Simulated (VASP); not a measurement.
Consider the following.

```
LiH
1.0
    0.00000     1.99919     1.99919
    1.99919     0.00000     1.99919
    1.99919     1.99919     0.00000
Li H
1 1
Cartesian
  0.00000   0.00000   0.00000
  1.99919   1.99919   1.99919
```

Calculation: PBE GGA, VASP's PBE PAW potentials (set 64) (plane waves; VASP 6.6.1). Run with 520 eV cut-off, 13×13×13 Γ-centred mesh, tetrahedra with Blöchl corrections, potentials Li_sv H.

Q: Estimate the energy per atom (σ→0).

A: 
- energy per atom (σ→0): -3.064 eV/atom

Only differences to runs with the same potentials and settings are physical.

The compound is LiH in the rock salt structure. It was relaxed first, which changed the volume by -6 %.
